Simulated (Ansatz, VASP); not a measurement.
**Mg2Br3: VASP beside Ansatz**

```
Mg Br
1.0
     5.25889    0.00000    0.00000
     0.00000    5.25889    0.00000
     0.00000    0.00000    5.25889
Mg Br
2 3
Direct
  0.00000 0.00000 0.00000
  0.50000 0.50000 0.50000
  0.00000 0.50000 0.50000
  0.50000 0.00000 0.50000
  0.50000 0.50000 0.00000
```

Alike in both runs: functional PBE; k mesh 8 × 8 × 8; occupations gaussian, width 0.1 eV; no spin polarisation.

Ansatz relaxed the structure, and its values are those at the end. VASP's run is a single point on that final structure, the one shown.

```csv
,VASP,Ansatz
version,VASP 6.6.1,Ansatz 0.2.0
potentials or method,"VASP PAW PBE potentials, release 64 (Mg, Br)","scalar-relativistic, plane waves, PAW"
plane-wave cutoff (eV),520,420
valence electrons in the cell,25,41
```

```csv
,VASP,Ansatz,Ansatz less VASP
gap on the k mesh at the Fermi level (eV),none,none,-
pressure (GPa),0.0,0.0,+0.07
```

A gap of «none» marks a metal or a gap that the smearing closes. The two sets of potentials don't hold the same shells in valence.

Caveats: an odd number of electrons without spin polarisation forces a metal; a magnetic or distorted state may lie lower.
